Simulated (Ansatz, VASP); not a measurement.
## HfO2 in two plane-wave programs

Wanted: the spread between two codes on one cell, functional and k mesh. The cell is taken from a series of runs on this material, whose earlier steps may have relaxed, scaled, displaced or heated it; both programs get it as it stands.

Method: plane waves, with VASP 6.6.1 beside it; zone-centre phonons at PBE, in Ansatz 0.2.0.

## Step 1: Set-up

The structure is tetragonal, space group P4_2/nmc (No. 137). The conventional cell has a = 3.636 Å, b = 3.636 Å, c = 5.381 Å, α = 90.00°, β = 90.00°, γ = 90.00°. Nearest to O lie 4 Hf at 2.07 to 2.49 Å. Nearest to Hf lie 8 O at 2.07 to 2.49 Å. Farther neighbours and most contacts between anions are not listed.

Coordinates:

```cif
data_structure
_symmetry_space_group_name_H-M 'P 1'
_symmetry_Int_Tables_number 1
_cell_length_a 3.6364
_cell_length_b 3.6364
_cell_length_c 5.3809
_cell_angle_alpha 90.000
_cell_angle_beta 90.000
_cell_angle_gamma 90.000
_cell_volume 71.15
loop_
_atom_site_label
_atom_site_type_symbol
_atom_site_fract_x
_atom_site_fract_y
_atom_site_fract_z
_atom_site_occupancy
O1 O 0.00000 0.50000 0.68435 1
O2 O 0.50000 0.00000 0.81565 1
O3 O 0.50000 0.00000 0.31565 1
O4 O 0.00000 0.50000 0.18435 1
Hf5 Hf 0.50000 0.50000 0.50000 1
Hf6 Hf 0.00000 0.00000 0.00000 1
```

## Step 2: VASP: zone-centre phonons, PBE

Second derivatives magnify differences that forces hide, and they need a tight electronic threshold.

Lines of VASP's logs that name or quote its potential files are left out, and so is its time.

The input, INCAR:

```
SYSTEM = HfO2
PREC = Accurate
ENCUT = 600
EDIFF = 1E-08
NELM = 120
ISMEAR = 0
SIGMA = 0.01
LREAL = .FALSE.
ALGO = Normal
GGA = PE
NBANDS = 28
LASPH = .TRUE.
LORBIT = 11
LWAVE = .FALSE.
LCHARG = .FALSE.
ISIF = 2
IBRION = 8
LEPSILON = .TRUE.
GGA_COMPAT = .FALSE.
EFERMI = MIDGAP
KPAR = 2
```

The input, POSCAR:

```
HfO2
1.0
    3.6364070420      0.0000000000      0.0000000000
    0.0000000000      3.6364070420      0.0000000000
    0.0000000000      0.0000000000      5.3809479163
O Hf
4 2
Direct
    0.0000000000      0.5000000000      0.6843505478
    0.5000000000      0.0000000000      0.8156494522
    0.5000000000      0.0000000000      0.3156494522
    0.0000000000      0.5000000000      0.1843505478
    0.5000000000      0.5000000000      0.5000000000
    0.0000000000      0.0000000000      0.0000000000
```

The input, KPOINTS:

```
Automatic mesh
0
Gamma
8 8 4
0 0 0
```

The projector-augmented-wave data sets are O and Hf_pv (PBE family, release 64).

On the command line:

```sh
mpirun -np 2 vasp_std
```

Numbers of over 12 decimals in the logs are rounded to 6 here.

Log:

```text
[banner, memory and clock lines left out]
running    2 mpi-ranks, on    1 nodes
 distrk:  each k-point on    1 cores,    2 groups
 distr:  one band on    1 cores,    1 groups

 POSCAR found type information on POSCAR O Hf
 POSCAR found :  2 types and       6 ions
 LDA part: xc-table for (Slater+PW92), standard interpolation
 POSCAR, INCAR and KPOINTS ok, starting setup
 FFT: planning ... GRIDC
 FFT: planning ... GRID_SOFT
 FFT: planning ... GRID
 WAVECAR not read
 entering main loop
       N       E                     dE             d eps       ncg     rms          rms(c)
DAV:   1     0.276032804182E+03    0.27603E+03   -0.27352E+04  2520   0.174E+03
DAV:   2    -0.564258296977E+02   -0.33246E+03   -0.32342E+03  3304   0.399E+02
DAV:   3    -0.716960353161E+02   -0.15270E+02   -0.15224E+02  2956   0.786E+01
DAV:   4    -0.718623527593E+02   -0.16632E+00   -0.16618E+00  3448   0.907E+00
DAV:   5    -0.718637846042E+02   -0.14318E-02   -0.14316E-02  3148   0.781E-01    0.667E+01
DAV:   6    -0.608642723497E+02    0.11000E+02   -0.62231E+01  2936   0.420E+01    0.570E+01
DAV:   7    -0.606637874256E+02    0.20048E+00   -0.26550E+00  3140   0.109E+01    0.360E+01
DAV:   8    -0.606398002946E+02    0.23987E-01   -0.38759E-01  3024   0.493E+00    0.792E+00
DAV:   9    -0.606156871178E+02    0.24113E-01   -0.11036E-01  2880   0.221E+00    0.257E+00
DAV:  10    -0.606150089549E+02    0.67816E-03   -0.81347E-03  3276   0.594E-01    0.476E-02
DAV:  11    -0.606150949079E+02   -0.85953E-04   -0.46987E-04  3112   0.147E-01    0.149E-01
DAV:  12    -0.606151267610E+02   -0.31853E-04   -0.58013E-05  3216   0.458E-02    0.125E-01
DAV:  13    -0.606151290380E+02   -0.22770E-05   -0.46002E-06  3016   0.143E-02    0.660E-03
DAV:  14    -0.606151296165E+02   -0.57848E-06   -0.54201E-07  3288   0.456E-03    0.146E-02
DAV:  15    -0.606151293777E+02    0.23884E-06   -0.24103E-07  3188   0.278E-03    0.649E-04
DAV:  16    -0.606151294012E+02   -0.23544E-07   -0.70629E-09  1968   0.590E-04    0.262E-04
DAV:  17    -0.606151294091E+02   -0.78740E-08   -0.11913E-09  1684   0.236E-04
   1 F= -.60615129E+02 E0= -.60615129E+02  d E =0.000000E+00
 Linear response reoptimize wavefunctions to high precision
DAV:   1    -0.606151294064E+02    0.26457E-08   -0.14582E-10  1684   0.877E-05
DAV:   2    -0.606151294064E+02    0.81855E-11   -0.26414E-11  1656   0.343E-05
 Linear response G [H, r] |phi>, progress :
  Direction:   1
       N       E                     dE             d eps       ncg     rms
RMM:   1    -0.181361532948E+03   -0.18136E+03    0.13932E+03  3650   0.234E+02
RMM:   2    -0.178295114210E+03    0.30664E+01   -0.72498E+01  4038   0.408E+01
RMM:   3    -0.179115064300E+03   -0.81995E+00   -0.62476E+00  4779   0.739E+00
RMM:   4    -0.179137440928E+03   -0.22377E-01   -0.36195E-01  5147   0.167E+00
RMM:   5    -0.179136711892E+03    0.72904E-03   -0.23438E-02  4944   0.404E-01
RMM:   6    -0.179136890750E+03   -0.17886E-03   -0.29458E-03  5217   0.108E-01
RMM:   7    -0.179136878421E+03    0.12329E-04   -0.85430E-04  5070   0.349E-02
RMM:   8    -0.179136876716E+03    0.17050E-05   -0.47495E-04  5097   0.178E-02
RMM:   9    -0.179136901735E+03   -0.25019E-04   -0.14205E-03  4684   0.139E-02
RMM:  10    -0.179136890762E+03    0.10972E-04   -0.79031E-04  4615   0.129E-02
RMM:  11    -0.179136905870E+03   -0.15108E-04   -0.11167E-03  4494   0.126E-02
RMM:  12    -0.179136885447E+03    0.20423E-04   -0.71699E-04  4135   0.126E-02
RMM:  13    -0.179136896325E+03   -0.10878E-04   -0.91542E-04  3894   0.125E-02
 Linear response G [H, r] |phi>, progress :
  Direction:   2
       N       E                     dE             d eps       ncg     rms
RMM:   1    -0.178276633370E+03   -0.17828E+03    0.15562E+03  3671   0.239E+02
RMM:   2    -0.175301848760E+03    0.29748E+01   -0.89403E+01  4061   0.433E+01
RMM:   3    -0.176372771068E+03   -0.10709E+01   -0.78010E+00  4866   0.837E+00
RMM:   4    -0.176391671663E+03   -0.18901E-01   -0.39139E-01  5159   0.179E+00
RMM:   5    -0.176390030756E+03    0.16409E-02   -0.25821E-02  5005   0.437E-01
RMM:   6    -0.176390204346E+03   -0.17359E-03   -0.26601E-03  5229   0.118E-01
RMM:   7    -0.176390204571E+03   -0.22461E-06   -0.37769E-04  5142   0.387E-02
RMM:   8    -0.176390197211E+03    0.73592E-05   -0.23533E-04  5106   0.204E-02
RMM:   9    -0.176390178778E+03    0.18433E-04    0.11847E-04  4888   0.159E-02
RMM:  10    -0.176390198463E+03   -0.19684E-04   -0.15935E-03  4568   0.148E-02
RMM:  11    -0.176390204946E+03   -0.64837E-05   -0.72515E-04  4431   0.145E-02
RMM:  12    -0.176390201062E+03    0.38842E-05   -0.25690E-04  4118   0.144E-02
RMM:  13    -0.176390209992E+03   -0.89302E-05   -0.47242E-04  3884   0.144E-02
 Linear response G [H, r] |phi>, progress :
  Direction:   3
       N       E                     dE             d eps       ncg     rms
RMM:   1    -0.182263946532E+03   -0.18226E+03    0.11560E+03  3967   0.221E+02
[...]
RMM:   8    -0.368351141958E+00    0.11748E-04   -0.21065E-07  8629   0.133E-03    0.949E-04
RMM:   9    -0.368354131786E+00   -0.29898E-05   -0.14867E-07  9247   0.760E-04    0.234E-04
RMM:  10    -0.368353176181E+00    0.95561E-06   -0.14241E-07  9275   0.379E-04    0.342E-05
RMM:  11    -0.368353116169E+00    0.60012E-07   -0.13269E-07  9482   0.325E-04    0.285E-05
[...]
RMM:   3    -0.376043891523E+00   -0.13864E-02   -0.18832E-03  6971   0.183E-01    0.467E-01
RMM:   4    -0.377993310178E+00   -0.19494E-02   -0.12227E-03  6998   0.156E-01    0.666E-02
RMM:   5    -0.377840504443E+00    0.15281E-03   -0.10366E-04  7114   0.387E-02    0.271E-02
RMM:   6    -0.377835590121E+00    0.49143E-05   -0.14232E-05  7452   0.111E-02    0.105E-02
RMM:   7    -0.377848534908E+00   -0.12945E-04   -0.32316E-07  7431   0.367E-03    0.558E-03
RMM:   8    -0.377831131995E+00    0.17403E-04    0.12675E-06  7506   0.281E-03    0.200E-03
RMM:   9    -0.377832258639E+00   -0.11266E-05   -0.44780E-07  7235   0.718E-04    0.100E-03
RMM:  10    -0.377835435627E+00   -0.31770E-05   -0.76525E-07  7602   0.710E-04    0.276E-04
RMM:  11    -0.377835786795E+00   -0.35117E-06   -0.23703E-07  7409   0.427E-04    0.602E-05
RMM:  12    -0.377835874754E+00   -0.87959E-07   -0.19173E-07  7992   0.354E-04    0.230E-05
RMM:  13    -0.377835873637E+00    0.11170E-08   -0.34165E-07  8280   0.335E-04    0.840E-06
RMM:  14    -0.377835869156E+00    0.44811E-08   -0.31178E-07  7877   0.329E-04    0.529E-06
RMM:  15    -0.377835873163E+00   -0.40069E-08   -0.36833E-07  7969   0.327E-04    0.210E-06
RMM:  16    -0.377835871369E+00    0.17935E-08   -0.33271E-07  6981   0.326E-04    0.610E-07
RMM:  17    -0.377835870762E+00    0.60699E-09   -0.34079E-07  6207   0.326E-04    0.345E-07
RMM:  18    -0.377835868543E+00    0.22192E-08   -0.29784E-07  5985   0.326E-04    0.896E-08
 first order change of Fermi-energy  -0.13305E+00
 force on displaced ion       1 direction 3 :   0.000   0.000 -11.853
 Born effective charge ion    1 direction 3 :   0.000   0.000  -2.289
 Linear response progress:
  Degree of freedom:   4/  5
       N       E                     dE             d eps       ncg     rms          rms(c)
RMM:   1    -0.237234546470E+00   -0.23723E+00    0.24410E+00  6060   0.880E+00
RMM:   2    -0.231203348938E+00    0.60312E-02   -0.39659E-02  7587   0.109E+00    0.925E-01
RMM:   3    -0.230571459942E+00    0.63189E-03   -0.15492E-03  8764   0.172E-01    0.560E-01
RMM:   4    -0.229639899243E+00    0.93156E-03   -0.32302E-04  9952   0.936E-02    0.143E-01
RMM:   5    -0.229424345903E+00    0.21555E-03   -0.32041E-05 10624   0.272E-02    0.161E-02
RMM:   6    -0.229452966892E+00   -0.28621E-04   -0.56252E-06  9977   0.126E-02    0.161E-02
RMM:   7    -0.229449227417E+00    0.37395E-05   -0.16033E-06 10988   0.371E-03    0.993E-03
RMM:   8    -0.229443070663E+00    0.61568E-05   -0.50006E-06  9874   0.185E-03    0.110E-03
RMM:   9    -0.229443686907E+00   -0.61624E-06   -0.60891E-06 10862   0.901E-04    0.658E-04
RMM:  10    -0.229443754245E+00   -0.67338E-07   -0.45312E-06 11175   0.615E-04    0.169E-04
RMM:  11    -0.229443854394E+00   -0.10015E-06   -0.16086E-06 11066   0.501E-04    0.861E-05
RMM:  12    -0.229443850159E+00    0.42345E-08   -0.10519E-06 11367   0.449E-04    0.997E-05
RMM:  13    -0.229443902421E+00   -0.52262E-07   -0.39354E-08 11299   0.423E-04    0.432E-05
RMM:  14    -0.229443928950E+00   -0.26529E-07    0.12437E-07 11375   0.410E-04    0.227E-05
[...]
RMM:  34    -0.229443957879E+00   -0.10337E-07    0.26551E-07  8544   0.398E-04    0.995E-07
RMM:  35    -0.229443953827E+00    0.40523E-08    0.92509E-07  8502   0.398E-04    0.107E-06
RMM:  36    -0.229443953370E+00    0.45699E-09    0.47957E-07  8513   0.398E-04    0.949E-07
RMM:  37    -0.229443935297E+00    0.18073E-07    0.10849E-06  8443   0.398E-04    0.158E-06
RMM:  38    -0.229443944422E+00   -0.91249E-08    0.57294E-07  8438   0.398E-04    0.126E-06
RMM:  39    -0.229443953244E+00   -0.88224E-08    0.92724E-07  8399   0.398E-04    0.124E-06
RMM:  40    -0.229443941951E+00    0.11293E-07    0.56599E-07  8378   0.398E-04    0.122E-06
RMM:  41    -0.229443936731E+00    0.52204E-08    0.10583E-06  8356   0.398E-04    0.110E-06
 first order change of Fermi-energy   0.23707E-05
 force on displaced ion       5 direction 1 :  -8.799   0.000  -0.002
 Born effective charge ion    5 direction 1 :   5.532   0.000  -0.000
 Linear response progress:
  Degree of freedom:   5/  5
       N       E                     dE             d eps       ncg     rms          rms(c)
RMM:   1    -0.260721932517E+00   -0.26072E+00    0.21505E+00  5324   0.843E+00
RMM:   2    -0.252837489848E+00    0.78844E-02   -0.41245E-02  6333   0.113E+00    0.752E-01
RMM:   3    -0.252014804791E+00    0.82269E-03   -0.29501E-03  7548   0.210E-01    0.484E-01
RMM:   4    -0.251056450856E+00    0.95835E-03   -0.86502E-04  7458   0.164E-01    0.159E-01
RMM:   5    -0.250857984097E+00    0.19847E-03   -0.19403E-04  8995   0.515E-02    0.317E-02
RMM:   6    -0.250907889449E+00   -0.49905E-04   -0.25484E-05  8025   0.204E-02    0.198E-02
RMM:   7    -0.250925600705E+00   -0.17711E-04   -0.47317E-06  8967   0.680E-03    0.164E-02
RMM:   8    -0.250931372436E+00   -0.57717E-05   -0.68107E-06  7581   0.449E-03    0.499E-03
RMM:   9    -0.250932442178E+00   -0.10697E-05   -0.78976E-06  8262   0.185E-03    0.439E-04
RMM:  10    -0.250932503696E+00   -0.61518E-07    0.63835E-07  8531   0.889E-04    0.478E-04
RMM:  11    -0.250932650714E+00   -0.14702E-06   -0.25115E-07  8864   0.561E-04    0.386E-04
RMM:  12    -0.250933134754E+00   -0.48404E-06    0.13554E-06  8383   0.476E-04    0.125E-04
RMM:  13    -0.250933137556E+00   -0.28018E-08    0.10578E-06  9071   0.403E-04    0.175E-05
RMM:  14    -0.250933073714E+00    0.63841E-07    0.27483E-06  9812   0.368E-04    0.192E-05
[...]
RMM:  18    -0.250933092526E+00    0.12033E-07    0.27966E-06  7711   0.350E-04    0.338E-06
RMM:  19    -0.250933049550E+00    0.42976E-07    0.25628E-06  7842   0.349E-04    0.168E-06
RMM:  20    -0.250933014809E+00    0.34742E-07    0.32695E-06  7377   0.349E-04    0.104E-06
RMM:  21    -0.250933110749E+00   -0.95940E-07    0.23943E-06  6953   0.349E-04    0.131E-06
RMM:  22    -0.250933073911E+00    0.36838E-07    0.27308E-06  7564   0.349E-04    0.113E-06
RMM:  23    -0.250933048283E+00    0.25628E-07    0.27971E-06  6844   0.349E-04    0.105E-06
RMM:  24    -0.250933006857E+00    0.41426E-07    0.31828E-06  6805   0.349E-04    0.101E-06
RMM:  25    -0.250933130956E+00   -0.12410E-06    0.25043E-06  6848   0.349E-04    0.101E-06
 first order change of Fermi-energy   0.17715E+01
 force on displaced ion       5 direction 3 :   0.000   0.000 -20.663
 Born effective charge ion    5 direction 3 :   0.000   0.000   4.576
 Born effective charges drift removed
 Linear response finished
```

(Continued in part 2 of 3.)

[Lines on the potential files, build, host, timing and source positions are cut from VASP's logs without a mark.]

[Logs are printed without paths, hosts, clocks, repeated set-up lines and the standing remarks that a program may print on its own settings, such as how far it seeks lower states.]

[Hosts, paths, dates, database ids (printed as entryN), source tags and the programs' standing remarks are cut or masked in the printed files.]
